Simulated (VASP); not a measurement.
Calculation: LDA (Ceperley-Alder, Perdew-Zunger), VASP's LDA PAW potentials (set 64) (plane waves; VASP). Each cell was relaxed at this level, without spin-orbit coupling.

**Question.** Which of these comes out without a gap?
(A) NaF, Fm-3m (225)
(B) Ir, Fm-3m (225)
(C) CaS, Fm-3m (225)
(D) LiCl, Fm-3m (225)

**Answer.** B, Ir, Fm-3m (225). The others have gaps of 1.97 eV (CaS, Fm-3m (225)), 6.51 eV (LiCl, Fm-3m (225)), 6.43 eV (NaF, Fm-3m (225)).
